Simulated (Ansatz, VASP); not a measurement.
## One calculation of BiPt3, two programs

The input INCAR:

```
SYSTEM = BiPt3
PREC = Accurate
ENCUT = 520
EDIFF = 1E-6
ISMEAR = 1
SIGMA = 0.25
LREAL = .FALSE.
LASPH = .TRUE.
NELM = 80
ALGO = Normal
ISIF = 2
LWAVE = .FALSE.
LCHARG = .FALSE.
GGA = PE
NBANDS = 30
```

Contents of KPOINTS:

```
regular mesh
0
G
  5 5 5
  0 0 0
```

The input POSCAR:

```
BiPt3
1.0
    4.1864950000      0.0000000000      0.0000000000
    0.0000000000      4.1864950000      0.0000000000
    0.0000000000      0.0000000000      4.1864950000
Bi Pt
1 3
Direct
    0.0000000000      0.0000000000      0.0000000000
    0.0000000000      0.5000000000      0.5000000000
    0.5000000000      0.0000000000      0.5000000000
    0.5000000000      0.5000000000      0.0000000000
```

Input for Ansatz:

```yaml
crystal:
  lattice:
    - [4.186495, 0.0, 0.0]
    - [0.0, 4.186495, 0.0]
    - [0.0, 0.0, 4.186495]
  atoms:
    - { symbol: Bi, position: [0.0, 0.0, 0.0] }
    - { symbol: Pt, position: [0.0, 0.5, 0.5] }
    - { symbol: Pt, position: [0.5, 0.0, 0.5] }
    - { symbol: Pt, position: [0.5, 0.5, 0.0] }
kpoints:
  mp_grid:
    grid: [5, 5, 5]
hamiltonian:
  xc: pbe
scf:
  occupations:
    method: methfessel_paxton
    width: 0.25
output:
  stress: true
```

The cell comes from a database or a generator and needn't be the stable form of this composition.

Alike in both runs: task single point; functional PBE; k mesh 5 × 5 × 5; occupations methfessel-paxton of order 1, width 0.25 eV; no spin polarisation.

```csv
,VASP,Ansatz
version,VASP 6.6.1,Ansatz 0.2.0
potentials or method,"VASP PAW PBE potentials, release 64 (Bi_d, Pt)","plane waves, PAW"
plane-wave cutoff (eV),520,420
valence electrons in the cell,45,69
```

```tsv
	VASP	Ansatz	Ansatz less VASP
pressure (GPa)	-1.4	-1.2	+0.16
```

The two sets of potentials don't hold the same shells in valence.
